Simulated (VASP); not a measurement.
OSZICAR of a VASP run on Cd (hcp):

### OSZICAR
```
       N       E                     dE             d eps       ncg     rms          rms(c)
DAV:   1     0.166696703063E+03    0.16670E+03   -0.13358E+04  3072   0.149E+03
DAV:   2     0.277185447672E+01   -0.16392E+03   -0.16042E+03  3144   0.373E+02
DAV:   3    -0.719366143814E+00   -0.34912E+01   -0.34877E+01  3720   0.643E+01
DAV:   4    -0.723553479990E+00   -0.41873E-02   -0.41873E-02  3600   0.199E+00
DAV:   5    -0.723566097328E+00   -0.12617E-04   -0.12617E-04  3784   0.984E-02    0.406E+00
DAV:   6    -0.674644824285E+00    0.48921E-01   -0.18956E-01  3312   0.548E+00    0.322E+00
DAV:   7    -0.679685939523E+00   -0.50411E-02   -0.31183E-02  3592   0.186E+00    0.135E+00
DAV:   8    -0.681675876659E+00   -0.19899E-02   -0.43910E-03  3368   0.875E-01    0.949E-02
DAV:   9    -0.681799026266E+00   -0.12315E-03   -0.75452E-05  3928   0.941E-02    0.422E-02
DAV:  10    -0.681843785201E+00   -0.44759E-04   -0.51171E-05  3376   0.799E-02    0.487E-03
DAV:  11    -0.681843748989E+00    0.36212E-07   -0.68320E-08  3112   0.275E-03
   1 F= -.68184375E+00 E0= -.68162906E+00  d E =-.681844E+00
       N       E                     dE             d eps       ncg     rms          rms(c)
DAV:   1    -0.701340283058E+00   -0.19496E-01   -0.80416E-01  3248   0.823E+00    0.641E-01
DAV:   2    -0.689826831882E+00    0.11513E-01   -0.66330E-03  3264   0.111E+00    0.371E-01
DAV:   3    -0.684280789249E+00    0.55460E-02   -0.99440E-03  3248   0.978E-01    0.112E-01
DAV:   4    -0.684354488857E+00   -0.73700E-04   -0.77899E-04  3352   0.383E-01    0.102E-01
DAV:   5    -0.684354878008E+00   -0.38915E-06   -0.28937E-06  3624   0.246E-02    0.475E-02
DAV:   6    -0.684354284185E+00    0.59382E-06   -0.68839E-06  3296   0.194E-02    0.368E-02
DAV:   7    -0.684354433401E+00   -0.14922E-06   -0.29278E-07  2656   0.620E-03    0.280E-02
DAV:   8    -0.684354467220E+00   -0.33819E-07   -0.42024E-07  2544   0.533E-03
   2 F= -.68435447E+00 E0= -.68425155E+00  d E =-.251072E-02
       N       E                     dE             d eps       ncg     rms          rms(c)
DAV:   1    -0.703690918156E+00   -0.19336E-01   -0.90044E-01  3224   0.872E+00    0.677E-01
DAV:   2    -0.690994510963E+00    0.12696E-01   -0.72793E-03  3264   0.118E+00    0.393E-01
DAV:   3    -0.684780301899E+00    0.62142E-02   -0.10980E-02  3240   0.104E+00    0.117E-01
DAV:   4    -0.684866083323E+00   -0.85781E-04   -0.88758E-04  3312   0.409E-01    0.108E-01
DAV:   5    -0.684866891012E+00   -0.80769E-06   -0.26751E-06  3552   0.215E-02    0.527E-02
DAV:   6    -0.684867019123E+00   -0.12811E-06   -0.61931E-06  3264   0.171E-02    0.409E-02
DAV:   7    -0.684867086745E+00   -0.67623E-07   -0.26823E-07  2488   0.565E-03
   3 F= -.68486709E+00 E0= -.68491271E+00  d E =-.302334E-02
```

Problem. Which electronic solver shows in the log?

Solution. It is blocked Davidson (ALGO = Normal, or the opening steps of other solvers). The INCAR had ALGO = Normal.

Problem. Can the final energy be trusted as converged?

Solution. Self-consistency was reached. It stopped with EDIFF = 1E-7, NELM = 100, NSW = 30 and EDIFFG = -0.01 after 3 ionic steps (RPBE GGA, plane waves, VASP's PBE PAW potentials (set 64)).

The compound is Cd in the hcp structure. This cell is one point of a volume scan, at 0.94 of the reference volume. Symmetry was kept, so distortions that lower it aren't found.
